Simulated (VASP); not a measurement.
BN:

```xyz
2
Lattice="0.0000 1.8130 1.8130 1.8130 0.0000 1.8130 1.8130 1.8130 0.0000" Properties=species:S:1:pos:R:3 pbc="T T T"
N     0.9065    0.9065    0.9065
B     0.0000    0.0000    0.0000
```

The cell is a database's computed one.

Base run:

| Item | Value |
| --- | --- |
| Program | VASP 6.6.1 |
| Functional | PBE |
| Potentials or basis | VASP PAW PBE potentials, release 64 (N, B) |
| Cutoff | 520 eV |
| k mesh | 12 × 12 × 12 |
| Occupations | gaussian, width 0.02 eV |
| Spin | no spin polarisation |

Its results: band gap on the k mesh 4.45 eV, indirect (least direct gap 8.78 eV); pressure -0.2 GPa.

Problem. The run is repeated on the same cell with these changes: k mesh from 12 × 12 × 12 to 3 × 3 × 3. What comes out?

Solution. Band gap on the k mesh 5.58 eV, indirect (least direct gap 8.67 eV); pressure 3.2 GPa.

Caveats: some runs use coarse meshes; an odd mesh through Γ misses points on the zone boundary, where band edges often lie (some runs).

Not every run made on this cell is shown here.
